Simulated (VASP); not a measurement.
NbTlTe2, 4 atoms in the cell. Symmetry: P4/mmm, No. 123, tetragonal system. The conventional cell has a = 3.491 Å, b = 3.491 Å, c = 8.601 Å, α = 90.00°, β = 90.00°, γ = 90.00°. Nb (site symmetry 4/mmm) is surrounded by 8 Te at 2.96 Å. Tl (site symmetry 4/mmm) has 4 Tl at 3.49 Å and 8 Te at 3.63 Å as nearest neighbours. Around Te (site symmetry 4mm) lie 4 Nb at 2.96 Å and 1 Te at 3.28 Å. The cell was built by a generator and needn't be a form met in nature.

| Property | Result |
| --- | --- |
| Program | VASP 6.6.1 |
| Task | relaxation of cell and atoms |
| Functional | vdW-DF |
| Potentials or basis | VASP PAW PBE potentials, release 64 (Nb_pv, Tl_d, Te) |
| Cutoff | 600 eV |
| k mesh | 6 × 6 × 3 |
| Occupations | tetrahedron |
| Spin | collinear spin, ferromagnetic start |
| Starting moments | [0.5, 0.0, 0.0, 0.0] μB |
| Optimiser | BFGS |
| Further INCAR settings | ALGO = Normal; EDIFF = 1.00e-06 |

Potentials or basis: VASP PAW PBE potentials, release 64 (Nb_pv, Tl_d, Te).

Run with:

```bash
$ python run.py
```

Hardware: 1 thread of Intel(R) Xeon(R) 6975P-C (Granite Rapids), on a shared host.

Task: Estimate the wall time of this run.

Result: It took 25 min on 1 thread of Intel(R) Xeon(R) 6975P-C (Granite Rapids), with other jobs on the host, peak memory 0.65 GiB. Counts: scf iterations 19, k points 20, ion steps 12.
